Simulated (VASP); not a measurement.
Energy against volume of Hf (hcp). These are r2SCAN meta-GGA, VASP's PBE PAW potentials (set 64) (plane waves; VASP) values and carry that method's errors. Settings: 520 eV cut-off, 13×13×7 Γ-centred mesh, first-order Methfessel-Paxton smearing of 0.10 eV, potentials Hf_pv.

Shape and ions are relaxed at each volume.

```tsv
V (Å³/atom)	E (eV/atom)
21.586	-45.14423
22.254	-45.15137
22.921	-45.14441
23.589	-45.12482
```

Problem. Fit these four points and predict the energy of the run at 20.918 Å³/atom.

Solution. A cubic in V^(−2/3), the third-order Birch-Murnaghan form, passes through the four points with V0 = 22.25 Å³/atom and B0 = 113 GPa, and gives -45.1213 eV/atom there. The run gave -45.1209 eV/atom, +0.5 meV/atom from the fit; all five points give B0 = 114 GPa.

The compound is Hf in the hcp structure. It was relaxed first.
